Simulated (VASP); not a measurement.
Set up this calculation in VASP 6.6.1, as the native input.

| Item | Value |
| --- | --- |
| Task | work function |
| Functional | BLYP |
| Potentials or basis | VASP PAW PBE potentials, release 64 (Bi_d, Ga_d) |
| Cutoff | 520 eV |
| k mesh | 5 × 5 × 1 |
| Occupations | fermi-dirac, width 0.05 eV |
| Spin | no spin polarisation |
| Dipole correction | yes |
| Further INCAR settings | ALGO = Fast; EDIFF = 1e-07 |

The structure of GaBi lies in POSCAR:

```
GaBi
1.0
    4.5009669468      0.0000000000      0.0000000000
   -2.2504834734      3.8979517175      0.0000000000
    0.0000000000      0.0000000000     23.2688042766
Bi Ga
3 3
Direct
    0.3333333333      0.6666666667      0.3223199573
    0.6666666667      0.3333333333      0.4802577730
    0.0000000000      0.0000000000      0.6381955888
    0.6666666667      0.3333333333      0.3618044112
    0.0000000000      0.0000000000      0.5197422270
    0.3333333333      0.6666666667      0.6776800427
```

The input as run:

INCAR

```
SYSTEM = GaBi
PREC = Accurate
ENCUT = 520
EDIFF = 1E-7
ISMEAR = -1
SIGMA = 0.05
LREAL = .FALSE.
LASPH = .TRUE.
NELM = 60
ALGO = Fast
ISIF = 2
LWAVE = .FALSE.
LCHARG = .TRUE.
LDIPOL = .TRUE.
IDIPOL = 3
DIPOL = 0.5 0.5 0.500
GGA = B5
ALDAX = 1.0
AGGAX = 1.0
AGGAC = 1.0
ALDAC = 0.0
LELF = .TRUE.
LVHAR = .TRUE.
LVACPOTAV = .TRUE.
```

KPOINTS

```
regular mesh
0
G
  5 5 1
  0 0 0
```

Potentials or basis: VASP PAW PBE potentials, release 64 (Bi_d, Ga_d).

The run is started by

```bash
$ cat potpaw_PBE.64/Bi_d/POTCAR potpaw_PBE.64/Ga_d/POTCAR > POTCAR
$ mpirun -np 1 vasp_std > vasp.out
```

Results of the run:

| Quantity | Value |
| --- | --- |
| Largest force | 0.822 eV/Å |
| Band gap on the k mesh | none (metal or under the smearing width) |
| Work function of the upper face | 3.40 eV |
| Work function of the lower face | 4.47 eV |

Caveat: the PAW data sets were made with another functional, which shifts forces and pressure a little; spin-orbit coupling is left out, which moves the levels of the heavy elements.

It took 13 min on 1 thread of AMD EPYC 7R13 Processor (Zen 3), on a shared host, peak memory 0.51 GiB.
